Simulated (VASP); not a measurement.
Input for VASP

KPOINTS:
```
Regular mesh
0
G
  10 10 10
```

### INCAR
```
SYSTEM  =  K
PREC  =  Accurate; ENCUT  =  480; LREAL  =  .FALSE.
LASPH  =  .TRUE.
EDIFF  =  1E-7; NELM  =  100; ALGO  =  Normal
ISMEAR  =  1; SIGMA  =  0.1
GGA  =  PS
ISIF  =  2
LWAVE  =  .FALSE.; LCHARG  =  .FALSE.
```

### POSCAR
```
K
4.4540
 -0.5851255366   0.5734230258   0.5734230258
  0.5851255366  -0.5734230258   0.5734230258
  0.5851255366   0.5734230258  -0.5734230258
K
1
Cartesian
  0.0000000000   0.0000000000   0.0000000000
```

POTCAR, in this order: K_sv (PBE.64 set). Program: vasp_std.

**Question.** Translate this PBEsol calculation to Quantum ESPRESSO's pw.x.

**Answer.** One equivalent input (not run):
```
&CONTROL
  calculation = 'scf'
  pseudo_dir = './pseudo'
  outdir = './out'
  tprnfor = .true.
  tstress = .true.
/
&SYSTEM
  ibrav = 0
  nat = 1
  ntyp = 1
  ecutwfc = 74
  occupations = 'smearing'
  smearing = 'methfessel-paxton'
  degauss = 0.00735
  input_dft = 'pbesol'
/
&ELECTRONS
  conv_thr = 7.3e-09
  electron_maxstep = 100
/
ATOMIC_SPECIES
  K 39.098 K.upf
CELL_PARAMETERS angstrom
    -2.6061491    2.5540262    2.5540262
     2.6061491   -2.5540262    2.5540262
     2.6061491    2.5540262   -2.5540262
ATOMIC_POSITIONS crystal
  K    0.0000000  0.0000000  0.0000000
K_POINTS automatic
  10 10 10 0 0 0
```
Limits of the translation: the potentials are each code's own (VASP's PAW set, PseudoDojo norm-conserving files in pw.x), so ENCUT and ecutwfc are chosen apart and not converted; conv_thr bounds pw.x's estimated SCF error, while EDIFF bounds the energy change between steps.

The compound is K in the bcc structure. This cell was strained or had an atom moved on purpose.
